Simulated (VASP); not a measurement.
Output of a VASP run:

### OSZICAR
```
       N       E                     dE             d eps       ncg     rms          rms(c)
DAV:   1     0.212921174532E+03    0.21292E+03   -0.15528E+04 14692   0.141E+03
DAV:   2    -0.527643484624E+02   -0.26569E+03   -0.26112E+03 15546   0.452E+02
DAV:   3    -0.590305528498E+02   -0.62662E+01   -0.60660E+01 15824   0.733E+01
DAV:   4    -0.591360738807E+02   -0.10552E+00   -0.10488E+00 18862   0.809E+00
DAV:   5    -0.591387354006E+02   -0.26615E-02   -0.26523E-02 17674   0.979E-01    0.195E+01
DAV:   6    -0.490122618362E+02    0.10126E+02   -0.11416E+01 14684   0.370E+01    0.267E+00
DAV:   7    -0.488700400507E+02    0.14222E+00   -0.40980E-01 14862   0.710E+00    0.153E+00
DAV:   8    -0.488728761907E+02   -0.28361E-02   -0.29033E-01 14798   0.490E+00    0.995E-01
DAV:   9    -0.489918130345E+02   -0.11894E+00   -0.63012E-02 14708   0.267E+00    0.326E-01
DAV:  10    -0.489576184262E+02    0.34195E-01   -0.46009E-02 14692   0.194E+00    0.919E-02
DAV:  11    -0.489934780059E+02   -0.35860E-01   -0.16982E-02 14716   0.114E+00    0.736E-02
DAV:  12    -0.489947831645E+02   -0.13052E-02   -0.23464E-03 15268   0.424E-01    0.538E-02
DAV:  13    -0.489952040051E+02   -0.42084E-03   -0.58279E-04 14972   0.202E-01    0.187E-02
DAV:  14    -0.489952734101E+02   -0.69405E-04   -0.10335E-04 15400   0.123E-01    0.112E-02
DAV:  15    -0.489952666076E+02    0.68025E-05   -0.63375E-05 14908   0.905E-02    0.454E-03
DAV:  16    -0.489952967439E+02   -0.30136E-04   -0.25544E-05 14864   0.497E-02    0.252E-03
DAV:  17    -0.489952996982E+02   -0.29542E-05   -0.94810E-07 18220   0.929E-03    0.149E-03
DAV:  18    -0.489952990446E+02    0.65353E-06   -0.28188E-07 14572   0.532E-03    0.320E-04
DAV:  19    -0.489952996192E+02   -0.57459E-06   -0.81774E-08  7866   0.254E-03    0.207E-04
DAV:  20    -0.489952993689E+02    0.25029E-06   -0.11716E-08  7684   0.916E-04    0.133E-04
DAV:  21    -0.489952994604E+02   -0.91449E-07   -0.44571E-09  7632   0.717E-04
   1 F= -.48995299E+02 E0= -.48995299E+02  d E =0.000000E+00
       N       E                     dE             ncg
```

**OUTCAR**
```
------------------------ aborting loop because EDIFF is reached ----------------------------------------
  FORCE on cell =-STRESS in cart. coord.  units (eV):
  Direction    XX          YY          ZZ          XY          YZ          ZX
  --------------------------------------------------------------------------------------
  Total       -0.0006380     -0.0006380      0.0185146      0.0000000      0.0000000      0.0000000
  in kB       -0.0335708     -0.0335708      0.9742865      0.0000000      0.0000000      0.0000000
  external PRESSURE =       0.3023816 kB  Pullay stress =       0.0000000 kB
  volume of cell :       30.45
      direct lattice vectors                 reciprocal lattice vectors
    -2.339159248  2.339159248  1.391102940     0.000000000  0.213752014  0.359427031
     2.339159248 -2.339159248  1.391102940     0.213752014  0.000000000  0.359427031
     2.339159248  2.339159248 -1.391102940     0.213752014  0.213752014  0.000000000
 POSITION                                       TOTAL-FORCE (eV/Angst)
 -----------------------------------------------------------------------------------
     -0.00000      2.33916      0.69555         0.000000     -0.000000     -0.000000
      0.00000      0.00000      0.00000        -0.000000      0.000000      0.000000
 -----------------------------------------------------------------------------------
    total drift:                                0.000000      0.000000     -0.000000
  FREE ENERGIE OF THE ION-ELECTRON SYSTEM (eV)
  ---------------------------------------------------
  free  energy   TOTEN  =       -48.9952994604 eV

  energy  without entropy=      -48.9952994604  energy(sigma->0) =      -48.99529946

 total charge

# of ion       s       p       d       tot
------------------------------------------
    1        0.407   6.246   6.045  12.697
    2        0.407   6.246   6.045  12.697
--------------------------------------------------
tot          0.813  12.492  12.089  25.395
```
(Selected blocks of OUTCAR.)

POSCAR:
```
Ru
1
   -2.3391592477     2.3391592477     1.3911029399
    2.3391592477    -2.3391592477     1.3911029399
    2.3391592477     2.3391592477    -1.3911029399
Ru
2
Direct
  0.7500000000   0.2500000000   0.5000000000
  0.0000000000   0.0000000000   0.0000000000
```

### Question
Reconstruct the remaining input files.

### Answer
This is not unique; one that fits is the input of the run itself, r2SCAN meta-GGA, plane waves, VASP's PBE PAW potentials (set 64).

INCAR:
```
SYSTEM = Ru
PREC = Accurate
ENCUT = 400
EDIFF = 1E-7
NELM = 100
ALGO = Normal
LREAL = .FALSE.
LASPH = .TRUE.
ISMEAR = -5
METAGGA = R2SCAN
LMIXTAU = .TRUE.
LMAXMIX = 4
LWAVE = .FALSE.
LCHARG = .FALSE.
LORBIT = 11
NEDOS = 601
ISIF = 2
```

**KPOINTS_OPT**
```
k-points along high-symmetry lines
7
Line-mode
Reciprocal
  0.000000   0.000000   0.000000 ! GAMMA
  0.000000   0.000000   0.500000 ! X

  0.000000   0.000000   0.500000 ! X
 -0.500000   0.500000   0.500000 ! M

 -0.500000   0.500000   0.500000 ! M
  0.000000   0.000000   0.000000 ! GAMMA

  0.000000   0.000000   0.000000 ! GAMMA
  0.324423   0.324423  -0.324423 ! Z

 -0.324423   0.675577   0.324423 ! Z_0
 -0.500000   0.500000   0.500000 ! M

  0.000000   0.000000   0.500000 ! X
  0.250000   0.250000   0.250000 ! P

  0.250000   0.250000   0.250000 ! P
  0.000000   0.500000   0.000000 ! N

  0.000000   0.500000   0.000000 ! N
  0.000000   0.000000   0.000000 ! GAMMA
```

### KPOINTS
```
Automatic mesh
0
Gamma
  17 17 17
```

POTCAR, in this order: Ru_pv (PBE.64 set). Program: vasp_std.

For a metal the tetrahedron method with Blöchl corrections gives inexact stress and forces.

The structure was generated: Ru was put into the beta-Sn type (I4_1/amd), which need not be its known phase. It was relaxed first, which changed the volume by +7 %.
